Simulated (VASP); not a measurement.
Input:

```
CELL_PARAMETERS angstrom
      5.32683     0.00000     0.00000
      0.00000     3.76664     0.00000
      0.00000     0.00000    25.36710
ATOMIC_POSITIONS crystal
  Tl 0.25000 0.00000 0.34251
  Tl 0.75000 0.00000 0.44750
  Tl 0.25000 0.00000 0.55250
  Tl 0.75000 0.00000 0.65749
  Cl 0.75000 0.50000 0.34251
  Cl 0.25000 0.50000 0.44750
  Cl 0.75000 0.50000 0.55250
  Cl 0.25000 0.50000 0.65749
```

These are PBEsol GGA, VASP's PBE PAW potentials (set 64) (plane waves; VASP) values and carry that method's errors. Numerical set-up: PREC = Normal, EDIFF = 1E-5, 400 eV cut-off, 4×5×1 Γ-centred mesh, Gaussian smearing of 0.050 eV, potentials Tl_d Cl.

**Question.** The ions are relaxed. Which structure does the run end with?

**Answer.** 
```
CELL_PARAMETERS angstrom
      5.32683     0.00000     0.00000
      0.00000     3.76664     0.00000
      0.00000     0.00000    25.36710
ATOMIC_POSITIONS crystal
  Tl 0.25000 0.00000 0.34442
  Tl 0.75000 0.00000 0.44549
  Tl 0.25000 0.00000 0.55451
  Tl 0.75000 0.00000 0.65558
  Cl 0.75000 0.50000 0.34631
  Cl 0.25000 0.50000 0.44272
  Cl 0.75000 0.50000 0.55728
  Cl 0.25000 0.50000 0.65369
```

**Question.** How much energy does the relaxation gain?

**Answer.** The energy (σ→0) changes by -6.4 meV/atom, in 10 ionic steps.

| step | E(σ→0) (eV) | max force (eV/Å) | pressure (GPa) | volume (Å³) |
|---|---|---|---|---|
| 1 | -25.4287 | 0.218 | -0.44 | 508.97 |
| 2 | -25.4368 | 0.200 | -0.43 | 508.97 |
| 3 | -25.4567 | 0.132 | -0.39 | 508.97 |
| 4 | -25.4747 | 0.085 | -0.26 | 508.97 |
| 5 | -25.4748 | 0.082 | -0.25 | 508.97 |
| 6 | -25.4770 | 0.056 | -0.23 | 508.97 |
| 7 | -25.4781 | 0.057 | -0.21 | 508.97 |
| 8 | -25.4781 | 0.051 | -0.22 | 508.97 |
| 9 | -25.4791 | 0.039 | -0.22 | 508.97 |
| 10 | -25.4798 | 0.029 | -0.22 | 508.97 |

The cell is a thin slab with vacuum, built from TlCl (CsCl type): (110) face.
